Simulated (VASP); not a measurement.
Data:

```xyz
8
Lattice="4.6134 0.0000 0.0000 0.0000 4.6134 0.0000 0.0000 0.0000 4.6134" Properties=species:S:1:pos:R:3 pbc="T T T"
V      1.1534     0.0000     2.3067
V      3.4601     0.0000     2.3067
V      2.3067     3.4601     0.0000
V      2.3067     1.1534     0.0000
V      0.0000     2.3067     3.4601
V      0.0000     2.3067     1.1534
Si     0.0000     0.0000     0.0000
Si     2.3067     2.3067     2.3067
```

Level of theory: PBE GGA, VASP's PBE PAW potentials (set 64) (plane waves; VASP 6.6.1). Run with 300 eV cut-off, 5×5×5 Γ-centred mesh, Fermi-Dirac smearing of 0.10 eV, potentials V_sv Si.

The run has a spin-polarised start.

Give the spin-up energies of bands 36 to 49 at the high-symmetry points, in eV from the Fermi level.

```
band      Γ      X      M      R
----  -----  -----  -----  -----
36    -2.01  -1.66  -1.64  -1.28
37    -2.01  -1.04  -1.53  -1.28
38    -1.89  -1.04  -0.75  -1.28
39    -1.03  -0.92  -0.10  -0.10
40    -0.67  -0.92  -0.10  -0.10
41    -0.67  -0.77   0.07  -0.10
42    -0.67  -0.77   0.39  -0.10
43    -0.02  -0.42   0.39   0.08
44    -0.02  -0.42   0.42   0.08
45     2.14   1.34   0.42   0.08
46     2.14   1.34   0.47   0.08
47     2.14   1.97   0.70   0.08
48     2.86   1.97   1.08   0.08
49     2.86   2.35   1.11   2.20
```

Give the spin-down energies of bands 36 to 49 at the high-symmetry points, in eV from the Fermi level.

```tsv
band	Γ	X	M	R
36	-2.01	-1.66	-1.64	-1.28
37	-2.01	-1.04	-1.53	-1.28
38	-1.89	-1.04	-0.74	-1.28
39	-1.03	-0.92	-0.10	-0.10
40	-0.67	-0.92	-0.10	-0.10
41	-0.67	-0.77	0.07	-0.10
42	-0.67	-0.77	0.39	-0.10
43	-0.02	-0.42	0.39	0.08
44	-0.02	-0.42	0.42	0.08
45	2.14	1.34	0.42	0.08
46	2.14	1.34	0.47	0.08
47	2.14	1.97	0.70	0.08
48	2.86	1.97	1.08	0.08
49	2.86	2.35	1.11	2.20
```

It has no gap at this level: it comes out as a metal or semimetal.

The structure comes from a computed database's V3Si entry; how it stands against other phases isn't given here. The cell was not relaxed at this level.
